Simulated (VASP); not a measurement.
Consider the following.

```
CELL_PARAMETERS angstrom
      0.00000     3.04721     3.04721
      3.04721     0.00000     3.04721
      3.04721     3.04721     0.00000
ATOMIC_POSITIONS crystal
  Cd 0.00000 0.00000 0.00000
  Se 0.25000 0.25000 0.25000
```

Level of theory: PBEsol GGA, VASP's PBE PAW potentials (set 64) (plane waves; VASP). Numerical set-up: 500 eV cut-off, 8×8×8 Γ-centred mesh, Gaussian smearing of 0.050 eV, potentials Cd Se.

Question: Estimate the energy per atom (σ→0), band gap (on the k-mesh) with the smallest direct gap where there is one.

Answer: 
The band gap (on the k-mesh) is 0.47 eV. The smallest direct gap (on the k-mesh) comes out as 0.47 eV and the energy per atom (σ→0) is -3.089 eV/atom.

The compound is CdSe in the zinc blende structure, whereas wurtzite is the usual form. It was relaxed first.
